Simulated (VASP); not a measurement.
An input for Ansatz (written as the equivalent of a VASP run, and not itself run):

Ansatz 0.2 input:
```yaml
crystal:
  lattice:
    - [0.0000000, 2.2285720, 2.2285720]
    - [2.2285720, 0.0000000, 2.2285720]
    - [2.2285720, 2.2285720, 0.0000000]
  atoms:
    - { symbol: Ga, position: [0.0000000, 0.0000000, 0.0000000] }
    - { symbol: N, position: [0.2500000, 0.2500000, 0.2500000] }
kpoints:
  mp_grid: { grid: [9, 9, 9] }
hamiltonian:
  xc: pbe
  pseudopotentials: { kind: paw }
scf:
  occupations: { method: gaussian, width: 0.05 }
  max_iter: 100
relax:
  max_steps: 60
  f_tol: 0.01
  cell: {}
output: { forces: true, stress: true, eigenvalues: true }
```

Task: Write the VASP files for the same calculation (PBE).

Result: One answer among several that fit: 
**KPOINTS**
```
K-points
0
gamma
  9 9 9
```

File POSCAR:
```
GaN
1
    0.0000000000     2.2285720000     2.2285720000
    2.2285720000     0.0000000000     2.2285720000
    2.2285720000     2.2285720000     0.0000000000
Ga N
1 1
Direct
  0.0000000000   0.0000000000   0.0000000000
  0.2500000000   0.2500000000   0.2500000000
```

INCAR:
```
ALGO = Normal
EDIFF = 1E-6
EDIFFG = -0.01
ENCUT = 520
GGA = PE
IBRION = 2
ISIF = 3
ISMEAR = 0
LASPH = .TRUE.
LCHARG = .FALSE.
LMAXMIX = 4
LREAL = .FALSE.
LWAVE = .FALSE.
NELM = 100
NSW = 60
PREC = Accurate
SIGMA = 0.05
SYSTEM = GaN
```

POTCAR, in this order: Ga_d N (PBE.64 set). Program: vasp_std.

Limits of the translation: each code has its own PAW files, so the cut-off isn't converted (ENCUT is set for VASP's; basis.ecutwfc is left out, and Ansatz then takes the one that its files recommend); Ansatz stops its SCF on the density residual and VASP on the energy change (EDIFF).

The structure was generated: GaN was put into the zinc blende type (F-43m), which need not be its known phase. This run relaxes it. Symmetry was kept, so distortions that lower it aren't found.
